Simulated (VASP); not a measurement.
Method: AM05 GGA, VASP's PBE PAW potentials (set 64) (plane waves; VASP).

Input for VASP

**INCAR**
```
ALGO  =  Normal
EDIFF  =  1E-7
EDIFFG  =  -0.01
ENCUT  =  520
GGA  =  AM
IBRION  =  2
ISIF  =  4
ISMEAR  =  1
LASPH  =  .TRUE.
LCHARG  =  .FALSE.
LMAXMIX  =  6
LREAL  =  .FALSE.
LWAVE  =  .FALSE.
NELM  =  100
NSW  =  30
PREC  =  Accurate
SIGMA  =  0.1
SYSTEM  =  Lu
```

POSCAR:
```
Lu
1.0
  1.7498400807  -3.0308120099   0.0000000000
  1.7498400807   3.0308120099   0.0000000000
  0.0000000000   0.0000000000   5.4530637478
Lu
2
Cart
  1.7498400807   1.0102726905   1.3632659369
  1.7498400807  -1.0102726905   4.0897978108
```

**KPOINTS**
```
Automatic mesh
0
Gamma
12 12 7
0 0 0
```

POTCAR, in this order: Lu_3 (PBE.64 set). Program: vasp_std.

Q: What will the output report for the number of irreducible k-points (NKPTS), largest plane-wave count, number of space-group operations, FFT grid (NGX, NGY, NGZ)?

A: 
```json
{
  "number of irreducible k-points (NKPTS)": "76",
  "largest_plane_wave_count": "1586",
  "number_of_space_group_operations": "24",
  "FFT grid (NGX, NGY, NGZ)": "28 × 28 × 42"
}
```

The compound is Lu in the hcp structure. This cell is one point of a volume scan, at 1.03 of the reference volume. Symmetry was kept, so distortions that lower it aren't found.
